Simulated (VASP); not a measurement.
Given:

```xyz
4
Lattice="4.1659 2.0795 2.0795 2.0795 4.1659 2.0795 2.0795 2.0795 4.1659" Properties=species:S:1:pos:R:3 pbc="T T T"
Ni     0.0000     0.0000     0.0000
Ni     4.1624     4.1624     4.1624
O      2.0812     2.0812     2.0812
O      6.2437     6.2437     6.2437
```
Starting moments (μB, in the order of the record's atoms Ni Ni O O): 1.4 -1.4 0.0 0.0.

Computed with TPSS meta-GGA, VASP's PBE PAW potentials (set 64) (plane waves; VASP). Run with 520 eV cut-off, 10×10×10 Γ-centred mesh, tetrahedra with Blöchl corrections, potentials Ni O.

Task: Give the spin-up energies of bands 6 to 19 at the high-symmetry points, in eV from the valence-band maximum.

Result: 
```csv
band,Γ,T,H2,L,S0,F
6,-2.15,-4.46,-5.41,-4.81,-5.31,-4.86
7,-2.15,-3.55,-4.63,-4.70,-4.72,-3.51
8,-2.13,-3.55,-4.45,-3.99,-4.47,-3.49
9,-1.92,-1.79,-1.46,-1.98,-1.45,-2.75
10,-1.92,-1.79,-1.36,-1.33,-1.30,-1.46
11,-1.82,-1.35,-1.25,-1.15,-1.27,-1.23
12,-1.50,-0.88,-0.92,-0.95,-0.92,-0.89
13,-1.50,-0.88,-0.58,-0.53,-0.59,-0.85
14,-0.62,-0.74,-0.51,-0.38,-0.55,-0.38
15,-0.62,-0.04,-0.30,-0.30,-0.32,-0.33
16,-0.38,-0.04,-0.23,-0.22,-0.23,-0.22
17,2.27,1.95,1.98,1.95,2.00,2.49
18,2.42,1.95,2.07,1.96,2.06,2.58
19,2.42,4.99,9.30,8.31,9.48,6.21
```

Task: Give the spin-down energies of bands 6 to 19 at the high-symmetry points, in eV from the valence-band maximum.

Result: 
| band | Γ | T | H2 | L | S0 | F |
|---|---|---|---|---|---|---|
| 6 | -2.15 | -4.46 | -5.41 | -4.81 | -5.31 | -4.86 |
| 7 | -2.15 | -3.55 | -4.63 | -4.70 | -4.72 | -3.51 |
| 8 | -2.13 | -3.55 | -4.45 | -3.99 | -4.47 | -3.49 |
| 9 | -1.92 | -1.79 | -1.46 | -1.98 | -1.45 | -2.75 |
| 10 | -1.92 | -1.79 | -1.36 | -1.33 | -1.30 | -1.46 |
| 11 | -1.82 | -1.35 | -1.25 | -1.15 | -1.27 | -1.23 |
| 12 | -1.50 | -0.88 | -0.92 | -0.95 | -0.92 | -0.89 |
| 13 | -1.50 | -0.88 | -0.58 | -0.53 | -0.59 | -0.85 |
| 14 | -0.62 | -0.74 | -0.51 | -0.38 | -0.55 | -0.38 |
| 15 | -0.62 | -0.04 | -0.30 | -0.30 | -0.32 | -0.33 |
| 16 | -0.38 | -0.04 | -0.23 | -0.22 | -0.23 | -0.22 |
| 17 | 2.27 | 1.95 | 1.98 | 1.95 | 2.00 | 2.49 |
| 18 | 2.42 | 1.95 | 2.07 | 1.96 | 2.06 | 2.58 |
| 19 | 2.42 | 4.99 | 9.30 | 8.31 | 9.48 | 6.21 |

The gap is indirect, 1.33 eV, from the valence maximum at (0.30, 0.30, 0.10) to the conduction minimum at (0.50, 0.30, 0.30).

The compound is NiO in the rock salt, AFM-II order structure. It was relaxed first.
